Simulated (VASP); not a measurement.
Given:

```
Ca
1.0
    0.00000     2.74580     2.74580
    2.74580     0.00000     2.74580
    2.74580     2.74580     0.00000
Ca
1
Direct
  0.00000   0.00000   0.00000
```

All values below come from vdW-DF2, VASP's PBE PAW potentials (set 64) (plane waves; VASP 6.6.1). Numerical set-up: 520 eV cut-off, Gaussian smearing of 0.050 eV, potentials Ca_sv.

Q: Give the energies of bands 5 to 8 at the high-symmetry points, in eV from the Fermi level.

A: 
| band | Γ | X | U | L | W |
|---|---|---|---|---|---|
| 5 | -4.05 | -0.56 | -0.05 | -1.05 | 0.11 |
| 6 | 2.14 | 0.44 | 0.32 | -0.07 | 0.66 |
| 7 | 2.14 | 1.08 | 0.85 | 2.02 | 0.66 |
| 8 | 2.14 | 3.85 | 3.07 | 2.02 | 2.42 |

It has no gap at this level: it comes out as a metal or semimetal.

The compound is Ca in the fcc structure. It was relaxed first.
